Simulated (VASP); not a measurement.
Input:

```
YN
1.0
    0.00000     2.40348     2.42776
    2.40348     0.00000     2.42776
    2.40348     2.40348     0.00000
Y N
1 1
Direct
  0.00000   0.00000   0.00000
  0.50000   0.50000   0.50000
```

Calculation: PBEsol GGA, VASP's PBE PAW potentials (set 64) (plane waves; VASP). Settings: 600 eV cut-off, 10×10×10 Γ-centred mesh, Gaussian smearing of 0.050 eV, potentials Y_sv N.

**Question.** Give the stress tensor in GPa (positive for a compressed cell).

**Answer.** 
```
4.44  0.00  0.00
0.00  4.44  0.00
0.00  0.00  1.54
```
The pressure is its mean diagonal, 3.47 GPa.

The compound is YN in the rock salt structure. This cell was strained or had an atom moved on purpose.
